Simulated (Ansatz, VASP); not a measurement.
**SnPPt in two plane-wave programs**

One calculation is typed for both programs; each brings its own data sets and cutoff. How far apart do they land? The cell is invented: As first built, before any earlier steps moved the atoms (in the runner's words): it takes the SrPPt structure with some of its atoms replaced by other elements, volume scaled by an estimate. It may not be a known or stable phase. The cell is taken from a series of VASP runs on this material, whose earlier steps may have relaxed, scaled or displaced it; both programs get it as it stands. Other levels of theory on this material are compared in a session of their own.

Main program and level: Ansatz 0.2.0; plane waves, with VASP 6.6.1 beside it; band structure at LDA.

## (1) The structure

It takes space group P-6m2 (No. 187, hexagonal). Conventional cell: a = 3.973 Å, b = 3.973 Å, c = 4.355 Å, α = 90.00°, β = 90.00°, γ = 120.00°. Nearest to Pt lie 3 P at 2.29 Å and 6 Sn at 3.16 Å. Nearest to Sn lie 6 P at 3.16 Å and 6 Pt at 3.16 Å. P has 3 Pt at 2.29 Å and 6 Sn at 3.16 Å nearest. As first built, before any earlier steps moved the atoms (in the runner's words): sites of the SrPPt structure (space group 187) filled with other elements, volume scaled by an estimate. Farther neighbours are not listed.

## (2) Ansatz: band structure, LDA

Ansatz runs on its default PAW (the set named soft_2) files.

With cell and atoms fixed, the geometry can't cause a difference; cores, projectors, grids and the points listed under the comparison can.

The input, input.yaml:

```yaml
crystal:
  lattice:
    - [3.9731288998, 1.5e-08, 0.0]
    - [-1.9865649241, 3.4408311824, 0.0]
    - [0.0, 0.0, 4.3548036121]
  atoms:
    - { symbol: Pt, position: [0.0, 0.0, 0.5] }
    - { symbol: Sn, position: [0.66666667, 0.33333333, 0.0] }
    - { symbol: P, position: [0.33333333, 0.66666667, 0.5] }
hamiltonian:
  xc: lda
  pseudopotentials: { kind: paw }
kpoints:
  mp_grid: { grid: [7, 7, 5] }
  band_path:
    path:
      - [0.0, 0.0, 0.0]
      - [0.13333, 0.0, 0.0]
      - [0.3, 0.0, 0.0]
      - [0.46667, 0.0, 0.0]
      - [0.46667, 0.06667, 0.0]
      - [0.41111, 0.17778, 0.0]
      - [0.35556, 0.28889, 0.0]
      - [0.28889, 0.28889, 0.0]
      - [0.17778, 0.17778, 0.0]
      - [0.06667, 0.06667, 0.0]
      - [0.0, 0.0, 0.03333]
      - [0.0, 0.0, 0.2]
      - [0.0, 0.0, 0.36667]
      - [0.0, 0.0, 0.5]
      - [0.16667, 0.0, 0.5]
      - [0.3, 0.0, 0.5]
      - [0.46667, 0.0, 0.5]
      - [0.46667, 0.06667, 0.5]
      - [0.41111, 0.17778, 0.5]
      - [0.35556, 0.28889, 0.5]
      - [0.28889, 0.28889, 0.5]
      - [0.17778, 0.17778, 0.5]
      - [0.06667, 0.06667, 0.5]
      - [0.5, 0.0, 0.46667]
      - [0.5, 0.0, 0.3]
      - [0.5, 0.0, 0.13333]
      - [0.33333, 0.33333, 0.0]
      - [0.33333, 0.33333, 0.16667]
      - [0.33333, 0.33333, 0.33333]
      - [0.33333, 0.33333, 0.5]
    npoints: 1
scf:
  occupations: { method: gaussian, width: 0.05 }
  n_extra_bands: 7
output:
  forces: true
  stress: true
  eigenvalues: true
  write_density: true
  write_potential: true
  elf: true
  volumetric_format: npy
```

Launch:

```bash
ansatz run input.yaml --threads 2 --pin off --max-ram 4608MiB --backend cpu --events-out ev --progress --plain --runs-dir out
```

Numbers of over 12 decimals in the logs are rounded to 6 here.

Log:

```text
Warning: the atoms were moved onto the symmetric positions of the space group found under crystal.symmetry.tolerance 1.0e-5 (fractional; no operation is sought that the atoms, as they stand in a round, miss by more than twice it, and no atom is moved by as much as it), and the run uses the moved positions. Before a round's move an operation carried an atom to 3.97e-8 Å from where it should land, the largest such dist [...]
scf.n_extra_bands = 7 over 19 filled bands (N_el = 37.0): the run solves 26 bands
Engine: ansatz 0.2.0, aarch64-unknown-linux-gnu
Pseudopotentials: kind: paw
Pseudopotential: Pt, paw, valence charge 18, recommended cutoff 420 eV (normal), Pt.paw.azcp
Pseudopotential: Sn, paw, valence charge 14, recommended cutoff 420 eV (normal), Sn.paw.azcp
Pseudopotential: P, paw, valence charge 5, recommended cutoff 420 eV (normal), P.paw.azcp
Functional definition: SPW92
  exchange = slater_x
  correlation = pw_c
Crystal: 3 atoms, lattice volume = 59.534 Å³
Basis set: ecut = 420 eV, 1155 PW (Γ)
Bands: 26, of which v1, the nominal top of the filled ones, is band 19 counted from 1 (18 counted from 0)
Symmetry: 12 space group operations
Space group: P-6m2 (ITA 187), of the structure as read, at distance tolerance 3.9e-5 Å
k-points: 24 of 245 (time reversal used)
Non-local potential: Pt, projectors of the file, l = 0: 3, l = 1: 2, l = 2: 2, l = 3: 1
Non-local potential: Sn, projectors of the file, l = 0: 2, l = 1: 2, l = 2: 2, l = 3: 2
Non-local potential: P, projectors of the file, l = 0: 2, l = 1: 2, l = 2: 2
PAW form: soft (Blöchl's): semilocal exchange-correlation on the pseudo side does not see the compensation charge
PAW frozen core: Pt, regenerated for the run's functional, and the local potential with it (the file was generated under x = pbe(κ = 0.804, μ = 0.219515), c = pbe(β = 0.066725))
PAW frozen core: Sn, regenerated for the run's functional, and the local potential with it (the file was generated under x = pbe(κ = 0.804, μ = 0.219515), c = pbe(β = 0.066725))
PAW frozen core: P, regenerated for the run's functional, and the local potential with it (the file was generated under x = pbe(κ = 0.804, μ = 0.219515), c = pbe(β = 0.066725))
PAW one-centre angular grid: Pt, 590 points (default); XC on 64 Gauss nodes
PAW one-centre angular grid: Sn, 590 points (default); XC on 64 Gauss nodes
PAW one-centre angular grid: P, 110 points (default); XC on 64 Gauss nodes
Initial density: superposition of atomic densities (neutral atoms: chi_scale 0, normalization atom), corrected by the library's trained network
Initial wavefunctions: pseudopotential atomic-orbital guess
Functional: x = slater, c = lda
SCF iter   1: F=—  HF=-18851.120065 eV  |F-HF|=—  |Δ(HF+E_count)|=         —  Δρ=7.74e-3  dr2=2.01e-2  ethr=1.77e-3  ⟨swp⟩=6.8  Hψ=3201  notcnv=0  defer=4
preconditioner: auto → Kerker (q_TF=auto, 2.520 Å⁻¹)  [metal: Δε(μ)=0.016 eV  Ē_g=15.830 eV  σ=0.050 eV  W_gap=0.18  n_scr=20 (ndim 8)  ℏωp=25.9 eV  f_vac=0.000  D(μ)=3.07/eV (n_scr^D=22)]
SCF iter   2: F=—  HF=-18851.115556 eV  |F-HF|=—  |Δ(HF+E_count)|=   4.51e-3  Δρ=4.08e-3  dr2=6.51e-3  ethr=5.43e-5  ⟨swp⟩=2.2  Hψ=1100  notcnv=0  defer=21
SCF iter   3: F=—  HF=-18851.113553 eV  |F-HF|=—  |Δ(HF+E_count)|=   2.00e-3  Δρ=8.70e-4  dr2=5.68e-4  ethr=1.76e-5  ⟨swp⟩=2.0  Hψ=898  notcnv=0  defer=21
SCF iter   4: F=—  HF=-18851.113421 eV  |F-HF|=—  |Δ(HF+E_count)|=   1.32e-4  Δρ=2.92e-4  dr2=6.96e-5  ethr=1.53e-6  ⟨swp⟩=2.0  Hψ=730  notcnv=0  defer=21
SCF iter   5: F=—  HF=-18851.113389 eV  |F-HF|=—  |Δ(HF+E_count)|=   3.15e-5  Δρ=8.46e-5  dr2=5.86e-6  ethr=1.88e-7  ⟨swp⟩=2.3  Hψ=731  notcnv=0  defer=21
SCF iter   6: F=—  HF=-18851.113387 eV  |F-HF|=—  |Δ(HF+E_count)|=   1.92e-6  Δρ=2.05e-5  dr2=3.43e-7  ethr=1.58e-8  ⟨swp⟩=2.0  Hψ=910  notcnv=0  defer=21
SCF iter   7: F=-18851.113387 eV  HF=-18851.113387 eV  |F-HF|=2.73e-8  |Δ(HF+E_count)|=   4.51e-8  Δρ=6.52e-6  dr2=4.74e-8  ethr=2.70e-10  ⟨swp⟩=14.9  Hψ=4467  notcnv=0
SCF 1 converged in 7 iterations: F = -18851.113387 eV  dr2 = 4.74e-8
  greatest PAW one-centre occupation: 1.000 electrons in one spin orbital (limit 2), on the Pt atom at site 0 (counted from 0), in its partial waves of l = 0
NSCF: frozen V_eff on 30 k-points
SCF converged after 7 iterations
Free energy (F): -18851.113387 eV
Harris-Foulkes:  -18851.113387 eV  (|F-HF|=2.73e-8)
Internal energy: -18851.109694 eV  (E = F + TS)
E sigma→0 (E₀):  -18851.111541 eV
Entropy (-TS):   -0.003693 eV (-1.231 meV/atom)
Fermi energy:    12.873851 eV
--- Per-component energies (eV) ---
  E_band       = -338.498701
  E_kinetic    = 899.682874
  E_local      = -3136.765907  (includes V_loc(G=0)·N_el)
  E_nonlocal   = 212.526842
  E_hartree    = 1402.414549
  E_xc         = -703.312986
  E_vxc        = -465.408427  (∫ρ·V_xc dr)
  E_paw        = -13709.299271  (= ΣΔE_a)
  E_vpaw       = -653.353494  (= ΣTr[D̂ρ^β])
  E_aug_tail   = 0.000169  (compensation charges beyond the density's cutoff)
  E_ewald      = -3817.362084
  E_core_change = 1.006119  (= ΣΔE_core)
  E_smearing   = -0.003693  (= −TS)
  E_closure    = 0.000000  (closes the sum)
  Σ components = -18851.113387   (vs F -18851.113387, Δ=0.00e0)
--- Forces (eV/Å), atoms counted from 1 ---
  atom   1  Pt    -0.00000000     0.00000000     0.00000000
  atom   2  Sn     0.00000000     0.00000000     0.00000000
  atom   3  P     -0.00000000     0.00000000     0.00000000
  max |Σ_I F_I| component: 2.04e-16 eV/Å
--- Stress (GPa, compression-positive) ---
       -0.274782      -0.000000       0.000000
        0.000000      -0.274782       0.000000
        0.000000       0.000000       0.018847
  P = ⅓ Tr σ = -0.1769 GPa (-1.769 kbar)
--- Band table (eV; the first three rows and the last of 24) ---
  k-point 0: bands = [... 15 lower, 9.7631, 11.4030, 15.1284, 15.1284, 15.5335, 16.2563, 16.2563, 17.9513, ... 3 higher]
  k-point 1: bands = [... 15 lower, 9.6902, 11.9603, 15.3471, 15.3471, 15.5724, 16.2188, 16.2188, 17.7922, ... 3 higher]
  k-point 2: bands = [... 15 lower, 9.9145, 13.0812, 14.4586, 15.7270, 15.7270, 16.1138, 16.1138, 19.2836, ... 3 higher]
  k-point 23: bands = [... 15 lower, 9.8695, 10.7953, 10.9762, 11.7330, 12.8685, 17.1501, 18.2758, 19.0227, ... 3 higher]
```

The job ended after 8.2 s (2 threads of Arm Neoverse N1, shared host; peak memory 0.35 GiB; 12 s of CPU time).

Reading the cycles: dr2 is the Hartree energy of the density residual (eV), the measure of convergence; HF is the Harris–Foulkes estimate of the energy, which meets the free energy F at convergence.

## (3) VASP: band structure, LDA

The same cell, functional (in two slightly different forms), mesh and smearing now go to VASP, with its own data sets and cutoff.

Lines of VASP's logs that name or quote its potential files are left out, and so is its time.

The input, INCAR:

```
SYSTEM = SnPPt
PREC = Accurate
ENCUT = 400
EDIFF = 1E-06
NELM = 100
ISMEAR = 0
SIGMA = 0.05
LREAL = .FALSE.
ALGO = Normal
GGA = CA
NBANDS = 27
LORBIT = 11
LWAVE = .FALSE.
LCHARG = .FALSE.
```

The input, POSCAR:

```
SnPPt
1.0
    3.9731288998      0.0000000150      0.0000000000
   -1.9865649241      3.4408311824      0.0000000000
    0.0000000000      0.0000000000      4.3548036121
Pt Sn P
1 1 1
Direct
    0.0000000000      0.0000000000      0.5000000000
    0.6666666700      0.3333333300      0.0000000000
    0.3333333300      0.6666666700      0.5000000000
```

The input, KPOINTS:

```
Automatic mesh
0
Gamma
7 7 5
0 0 0
```

The input, KPOINTS_OPT:

```
Line mode
16
Line-mode
Reciprocal
  0.00000000   0.00000000   0.00000000 GAMMA
  0.50000000   0.00000000   0.00000000 M

  0.50000000   0.00000000   0.00000000 M
  0.33333333   0.33333333   0.00000000 K

  0.33333333   0.33333333   0.00000000 K
  0.00000000   0.00000000   0.00000000 GAMMA

  0.00000000   0.00000000   0.00000000 GAMMA
  0.00000000   0.00000000   0.50000000 A

  0.00000000   0.00000000   0.50000000 A
  0.50000000   0.00000000   0.50000000 L

  0.50000000   0.00000000   0.50000000 L
  0.33333333   0.33333333   0.50000000 H

  0.33333333   0.33333333   0.50000000 H
  0.00000000   0.00000000   0.50000000 A

  0.50000000   0.00000000   0.50000000 L
  0.50000000   0.00000000   0.00000000 M

  0.33333333   0.33333333   0.00000000 K
  0.33333333   0.33333333   0.50000000 H
```

The projector-augmented-wave data sets are Pt, Sn_d and P (LDA family, release 64).

Launch:

```bash
mpirun -np 1 vasp_std
```

Log:

```text
[banner, memory and clock lines left out]
running    1 mpi-ranks, on    1 nodes
 distrk:  each k-point on    1 cores,    1 groups
 distr:  one band on    1 cores,    1 groups

 POSCAR found type information on POSCAR PtSnP
 POSCAR found :  3 types and       3 ions
 LDA part: xc-table for (Slater(with rela. corr.)+CA(PZ))
 , standard interpolation
 POSCAR, INCAR and KPOINTS ok, starting setup
 FFT: planning ... GRIDC
 FFT: planning ... GRID_SOFT
 FFT: planning ... GRID
 WAVECAR not read
 entering main loop
       N       E                     dE             d eps       ncg     rms          rms(c)
DAV:   1     0.206280395559E+03    0.20628E+03   -0.11224E+04  1425   0.118E+03
DAV:   2     0.267332354249E+01   -0.20361E+03   -0.18916E+03  1329   0.357E+02
DAV:   3    -0.186964883475E+02   -0.21370E+02   -0.20951E+02  1485   0.904E+01
DAV:   4    -0.193000569511E+02   -0.60357E+00   -0.60270E+00  1580   0.153E+01
DAV:   5    -0.193139199938E+02   -0.13863E-01   -0.13861E-01  1590   0.253E+00    0.135E+01
DAV:   6    -0.187841039295E+02    0.52982E+00   -0.26999E+00  1469   0.912E+00    0.721E+00
DAV:   7    -0.186717093772E+02    0.11239E+00   -0.54798E-01  1556   0.468E+00    0.385E+00
DAV:   8    -0.186367221298E+02    0.34987E-01   -0.71626E-02  1543   0.146E+00    0.521E-01
DAV:   9    -0.186357177188E+02    0.10044E-02   -0.50574E-03  1590   0.468E-01    0.195E-01
DAV:  10    -0.186355799839E+02    0.13773E-03   -0.53205E-04  1620   0.170E-01    0.650E-02
DAV:  11    -0.186355680841E+02    0.11900E-04   -0.49411E-05  1621   0.430E-02    0.236E-02
DAV:  12    -0.186355686456E+02   -0.56149E-06   -0.45885E-06  1462   0.103E-02
   1 F= -.18635569E+02 E0= -.18633717E+02  d E =-.370259E-02
 Start KPOINTS_OPT (optional k-point list driver)
k-point batch [1-24\144]
       N       E                     dE             ncg
DAV:   1     0.387313877017E+04   -0.79582E+04     1466
DAV:   2    -0.927045453520E+03   -0.48002E+04     1363
DAV:   3    -0.143070126329E+04   -0.50366E+03     1521
DAV:   4    -0.144533006809E+04   -0.14629E+02     1522
DAV:   5    -0.144568133835E+04   -0.35127E+00     1617
DAV:   6    -0.144569601788E+04   -0.14680E-01     1553
DAV:   7    -0.144569702510E+04   -0.10072E-02     1851
DAV:   8    -0.144569703546E+04   -0.10363E-04     1380
DAV:   9    -0.144569703573E+04   -0.26790E-06      878
[...]
k-point batch [121-144\144]
       N       E                     dE             ncg
DAV:   1     0.369677233006E+04   -0.16726E+05     1479
DAV:   2    -0.101108165633E+04   -0.47079E+04     1352
DAV:   3    -0.151304256267E+04   -0.50196E+03     1562
DAV:   4    -0.152754727818E+04   -0.14505E+02     1594
DAV:   5    -0.152791722119E+04   -0.36994E+00     1710
DAV:   6    -0.152792968424E+04   -0.12463E-01     1625
DAV:   7    -0.152793031128E+04   -0.62704E-03     1840
DAV:   8    -0.152793032293E+04   -0.11645E-04     1359
DAV:   9    -0.152793032331E+04   -0.37842E-06     1155
```

OUTCAR, selected parts (step 3):

```text
ion  position               nearest neighbor table
   1  0.000  0.000  0.500-   3 2.29   3 2.29   3 2.29   2 3.16   2 3.16   2 3.16   2 3.16   2 3.16
                             2 3.16
   2  0.667  0.333  0.000-   3 3.16   3 3.16   1 3.16   1 3.16   1 3.16   1 3.16   3 3.16   3 3.16
                             3 3.16   3 3.16   1 3.16   1 3.16
   3  0.333  0.667  0.500-   1 2.29   1 2.29   1 2.29   2 3.16   2 3.16   2 3.16   2 3.16   2 3.16
                             2 3.16

  LATTYP: Found a hexagonal cell.
 ALAT       =     3.9731288998
 C/A-ratio  =     1.0960640145

 Subroutine GETGRP returns: Found 12 space group operations
 (whereof 12 operations were pure point group operations)

The static configuration has the point symmetry D_3h.

 Found     24 irreducible k-points:

   k-points           NKPTS =     24   k-points in BZ     NKDIM =     24   number of bands    NBANDS=     27

   dimension x,y,z NGX =    28 NGY =   28 NGZ =   28
   dimension x,y,z NGXF=    56 NGYF=   56 NGZF=   56

   ENCUT  =  400.0 eV  29.40 Ry    5.42 a.u.   6.48  6.48  7.10*2*pi/ulx,y,z

   NELECT =      29.0000    total number of electrons

 k-points in reciprocal lattice and weights: Automatic mesh
   0.00000000  0.00000000  0.00000000       0.004
   0.14285714  0.00000000  0.00000000       0.024
   0.28571429 -0.00000000  0.00000000       0.024
   0.42857143  0.00000000  0.00000000       0.024
   0.14285714  0.14285714  0.00000000       0.024
   0.28571429  0.14285714  0.00000000       0.049
   0.42857143  0.14285714  0.00000000       0.024
   0.28571429  0.28571429  0.00000000       0.024
   0.00000000  0.00000000  0.20000000       0.008
[...]
0.42857143  0.14285714  0.40000000       0.049
   0.28571429  0.28571429  0.40000000       0.049

 average (electrostatic) potential at core
       1 -65.9960       2 -98.1254       3 -81.7394

 E-fermi :   8.3305

 k-point     1 :       0.0000    0.0000    0.0000
  band No.  band energies     occupation
    ...
      9       2.1765      2.00000
     10       4.6945      2.00000
     11       5.2214      2.00000
     12       5.2214      2.00000
     13       6.8769      2.00000
     14      10.5887      0.00000
     15      10.5887      0.00000
     16      11.0195      0.00000
     17      11.7062      0.00000
     18      11.7062      0.00000
    ...

 k-point     2 :       0.1429    0.0000    0.0000
  band No.  band energies     occupation
    ...
      9       2.6136      2.00000
     10       4.1536      2.00000
     11       5.1897      2.00000
     12       6.0618      2.00000
     13       6.7997      2.00000
     14       8.4644      0.00015
     15       9.3129      0.00000
     16      11.1531      0.00000
     17      12.5698      0.00000
     18      12.7082      0.00000
    ...

 k-point     3 :       0.2857   -0.0000    0.0000
  band No.  band energies     occupation
    ...
     11       5.1200      2.00000
     12       5.5112      2.00000
     13       7.2402      2.00000
     14       7.2749      2.00000
     15       7.7442      2.00000
     16      10.9272      0.00000
     17      11.3720      0.00000
     18      12.7536      0.00000
     19      13.0267      0.00000
     20      16.1415      0.00000
    ...

  Total       -0.0049403     -0.0049403     -0.0047437      0.0000000     -0.0000000      0.0000000
  in kB       -0.1329545     -0.1329546     -0.1276622      0.0000000     -0.0000000      0.0000000
  external PRESSURE =      -0.1311904 kB  Pullay stress =       0.0000000 kB

  energy-cutoff  :      400.00
  volume of cell :       59.53
      direct lattice vectors                 reciprocal lattice vectors
     3.973128900  0.000000015  0.000000000     0.251690802  0.145313760  0.000000000
    -1.986564924  3.440831182  0.000000000    -0.000000001  0.290627452  0.000000000
     0.000000000  0.000000000  4.354803612     0.000000000  0.000000000  0.229631480

 POSITION                                       TOTAL-FORCE (eV/Angst)
 -----------------------------------------------------------------------------------
      0.00000      0.00000      2.17740        -0.000000      0.000000      0.000000
      1.98656      1.14694      0.00000         0.000000     -0.000000      0.000000
     -0.00000      2.29389      2.17740        -0.000000      0.000000      0.000000
 -----------------------------------------------------------------------------------
    total drift:                               -0.000005      0.000009     -0.000000

  FREE ENERGIE OF THE ION-ELECTRON SYSTEM (eV)
  ---------------------------------------------------
  free  energy   TOTEN  =       -18.6355686456 eV

  energy  without entropy=      -18.6318660526  energy(sigma->0) =      -18.63371735

 total charge
# of ion       s       p       d       tot
------------------------------------------
    1        0.749   0.641   8.198   9.589
    2        1.397   0.715   9.995  12.107
    3        1.054   1.385   0.000   2.439
--------------------------------------------------
tot          3.201   2.741  18.193  24.135

[... 3 further parts left out ...]
```

Spin-orbit coupling is off here; with elements this heavy it splits and shifts levels by tenths of an eV or more.

## (4) Differences

Known differences besides the potentials themselves: the two LDA forms differ slightly; the data sets hold 37 valence electrons in Ansatz (default PAW (the set named soft_2) files) and 29 in VASP; the cutoff is 420 eV in Ansatz and 400 eV in VASP; VASP's log shows a relativistic correction to its local exchange, Ansatz's none. Total energies have different zeros and are not compared.

Compared:

| quantity | Ansatz | VASP | difference |
| --- | --- | --- | --- |
| pressure (GPa) | -0.18 | -0.01 | -0.16 |

Levels from 3 eV below to 2 eV above the Fermi level differ by 10 meV r.m.s. and 18 meV at most; each VASP level is matched to the nearest of Ansatz, which flatters the figure a little. Ansatz's pressure holds a Pulay correction of 0.05 GPa; VASP's holds none.

## (5) Results

| Quantity | Value |
| --- | --- |
| r.m.s. difference of levels near the Fermi level (band structure, LDA) | 9.6 meV |

What this shows: The r.m.s. difference of levels near the Fermi level is 9.6 meV (band structure, LDA), within the 80 meV picked in this series as the mark of a large difference. 3 further runs of this series are not shown here. Such differences can come from data sets, numerical settings and the points named under the comparisons, not from the functional's error against experiment.

[Lines on the potential files, build, host, timing and source positions are cut from VASP's logs without a mark.]

[Logs are printed without paths, hosts, clocks, repeated set-up lines and the standing remarks that a program may print on its own settings, such as how far it seeks lower states.]

[Hosts, paths, dates, database ids (printed as entryN), source tags and the programs' standing remarks are cut or masked in the printed files.]
